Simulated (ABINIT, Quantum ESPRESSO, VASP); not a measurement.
# One structure in several programs: PbO (P4/nmm, 4 atoms in the cell)

Self-consistent single point, at a second geometry (lattice scaled by 0.98). First geometry:

```
PbO
1.0
    3.98000     0.00000     0.00000
    0.00000     3.98000     0.00000
    0.00000     0.00000     5.02000
Pb O
2 2
Direct
  0.50000   0.00000   0.76500
  0.00000   0.50000   0.23500
  0.50000   0.50000   0.00000
  0.00000   0.00000   0.00000
```

Shared settings, as Quantum ESPRESSO writes them: occupations = smearing; smearing = fermi-dirac; degauss = 0.0036749 Ry; K_POINTS = automatic 6 6 5 0 0 0. Potentials and cutoffs stand in the table.

| code | model | ΔF from the first geometry (meV/atom) | pressure (GPa) | largest force (eV/Å) | gap on the mesh (eV) | cutoff |
|---|---|---|---|---|---|---|
| Quantum ESPRESSO | PBE, GBRV 1.5 ultrasoft (PBE) pseudopotentials | 54.3 | 10.73 | 1.309 | 1.169 | 40 Ry |
| ABINIT | PBE, norm-conserving pseudopotentials (PseudoDojo nc-sr-05 PBE standard) | 55.3 | 10.92 | 1.330 | 1.152 | 1143 eV |
| VASP | PBE, VASP's PBE PAW potentials (set 64) | 57.7 | 8.56 | 1.399 | 1.157 | 400 eV |

For VASP (by 2.7 GPa) the energy change implies a higher mean pressure, against the two pressures, than for the other programs: a sign of finite-basis (Pulay) stress.

Gaps are read on the mesh.

On Quantum ESPRESSO's run: spin-orbit coupling is off.

The spread over the programs that give each value: ΔF from the first geometry within 3.4 meV/atom; pressure within 2.36 GPa; largest force within 0.090 eV/Å; gap on the mesh within 0.017 eV.

In the pressure, VASP (by 2.18) lies more than 1 GPa from the median of the plane-wave programs.

VASP's run is marked for a possible Pulay error in its stress at this cutoff; no cutoff test was made.

The starting cell has typed, rounded lattice constants, without a prior relaxation at this level. For this run, on top of that: lattice scaled by 0.98.

Left out of this page: Ansatz, GPAW, CP2K, FLEUR and SIESTA (not drawn, or without a comparable value).
